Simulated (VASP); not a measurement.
```yaml
crystal:
  lattice:
    - [0.00000, 2.58000, 2.58000]
    - [2.58000, 0.00000, 2.58000]
    - [2.58000, 2.58000, 0.00000]
  atoms:
    - { symbol: Sr, position: [0.00000, 0.00000, 0.00000] }
    - { symbol: O, position: [0.50000, 0.50000, 0.50000] }
```

Method: PBE GGA, VASP's PBE PAW potentials (set 64) (plane waves; VASP). Numerical set-up: 520 eV cut-off, 6×6×6 Γ-centred mesh, Gaussian smearing of 0.050 eV, potentials Sr_sv O.

Q: Give the stress tensor in GPa (positive for a compressed cell).

A: 
```
2.35  0.00  0.00
0.00  2.35  0.00
0.00  0.00  2.35
```
The pressure is its mean diagonal, 2.35 GPa.

The compound is SrO in the rock salt structure. The cell was not relaxed at this level. The run is one of a series of settings (KPOINTS 6×6×6 Γ-centred mesh against the base run), some of them coarse on purpose.
